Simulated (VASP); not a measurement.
Here is the system:

```xyz
2
Lattice="-3.0056 3.0056 1.6367 3.0056 -3.0056 1.6367 3.0056 3.0056 -1.6367" Properties=species:S:1:pos:R:3 pbc="T T T"
Sn     3.0056     0.0000     0.8184
Sn     0.0000     0.0000     0.0000
```

These are rev-vdW-DF2, VASP's PBE PAW potentials (set 64) (plane waves; VASP) values and carry that method's errors. Settings: 520 eV cut-off, 13×13×13 Γ-centred mesh, first-order Methfessel-Paxton smearing of 0.10 eV, potentials Sn_d.

Give the stress tensor in GPa (positive for a compressed cell).

```
-2.55   0.00   0.00
 0.00  -2.55   0.00
 0.00   0.00  -2.58
```
The pressure is its mean diagonal, -2.56 GPa.

The compound is Sn in the beta structure. This cell is one point of a volume scan, at 1.06 of the reference volume.
